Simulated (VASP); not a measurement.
Calculation: revPBE GGA, VASP's PBE PAW potentials (set 64) (plane waves; VASP).

VASP input:

KPOINTS:
```
Regular mesh
0
gamma
  11 11 11
0 0 0
```

POSCAR:
```
Eu
1
   -2.2534928958     2.2534928958     2.2534928958
    2.2534928958    -2.2534928958     2.2534928958
    2.2534928958     2.2534928958    -2.2534928958
Eu
1
Direct
  0.0000000000   0.0000000000   0.0000000000
```

**INCAR**
```
SYSTEM = Eu
PREC = Accurate; ENCUT = 520; LREAL = .False.
LASPH = .True.
EDIFF = 1E-7; NELM = 100; ALGO = Normal
LMAXMIX = 6
ISMEAR = 1; SIGMA = 0.1
GGA = RE
ISIF = 2
LWAVE = .False.; LCHARG = .False.
```

POTCAR, in this order: Eu_2 (PBE.64 set). Program: vasp_std.

The run wrote:

### OSZICAR
```
       N       E                     dE             d eps       ncg     rms          rms(c)
DAV:   1     0.890438600779E+01    0.89044E+01   -0.38397E+03   928   0.810E+02
DAV:   2    -0.141312400999E+01   -0.10318E+02   -0.10222E+02  1208   0.102E+02
DAV:   3    -0.160950263085E+01   -0.19638E+00   -0.18659E+00  1352   0.107E+01
DAV:   4    -0.161133034699E+01   -0.18277E-02   -0.18269E-02  1288   0.130E+00
DAV:   5    -0.161133699329E+01   -0.66463E-05   -0.66464E-05  1384   0.743E-02    0.670E+00
DAV:   6    -0.162503828145E+01   -0.13701E-01   -0.22285E-03  1448   0.479E-01    0.398E+00
DAV:   7    -0.163325333461E+01   -0.82151E-02   -0.55017E-03  1392   0.716E-01    0.637E-02
DAV:   8    -0.163335370571E+01   -0.10037E-03   -0.16944E-04  1432   0.106E-01    0.180E-02
DAV:   9    -0.163336620707E+01   -0.12501E-04   -0.12624E-05  1264   0.276E-02    0.606E-03
DAV:  10    -0.163336628085E+01   -0.73777E-07   -0.19937E-06  1384   0.115E-02    0.125E-03
DAV:  11    -0.163336640101E+01   -0.12016E-06   -0.42494E-08   896   0.183E-03    0.608E-04
DAV:  12    -0.163336651627E+01   -0.11526E-06   -0.47714E-09   664   0.651E-04    0.463E-05
DAV:  13    -0.163336650518E+01    0.11087E-07   -0.68296E-10   616   0.382E-04
   1 F= -.16333665E+01 E0= -.16331908E+01  d E =-.527162E-03
```

File OUTCAR:
```
------------------------ aborting loop because EDIFF is reached ----------------------------------------
  FORCE on cell =-STRESS in cart. coord.  units (eV):
  Direction    XX          YY          ZZ          XY          YZ          ZX
  --------------------------------------------------------------------------------------
  Total        0.0802897      0.0802897      0.0802897      0.0000000     -0.0000000      0.0000000
  in kB        2.8102315      2.8102315      2.8102315      0.0000000     -0.0000000      0.0000000
  external PRESSURE =       2.8102315 kB  Pullay stress =       0.0000000 kB
  volume of cell :       45.78
      direct lattice vectors                 reciprocal lattice vectors
    -2.253492896  2.253492896  2.253492896     0.000000000  0.221877780  0.221877780
     2.253492896 -2.253492896  2.253492896     0.221877780  0.000000000  0.221877780
     2.253492896  2.253492896 -2.253492896     0.221877780  0.221877780  0.000000000
 POSITION                                       TOTAL-FORCE (eV/Angst)
 -----------------------------------------------------------------------------------
      0.00000      0.00000      0.00000         0.000000      0.000000     -0.000000
 -----------------------------------------------------------------------------------
    total drift:                               -0.000000     -0.000000      0.000000
  FREE ENERGIE OF THE ION-ELECTRON SYSTEM (eV)
  ---------------------------------------------------
  free  energy   TOTEN  =        -1.6333665052 eV

  energy  without entropy=       -1.6328393430  energy(sigma->0) =       -1.63319078
```
(Selected blocks of OUTCAR.)

The 4f electrons are frozen in the core of the lanthanide potential, so 4f levels, which can set the real gap, and their magnetism are missing.

The compound is Eu in the bcc structure. This cell is one point of a volume scan, at 0.97 of the reference volume.
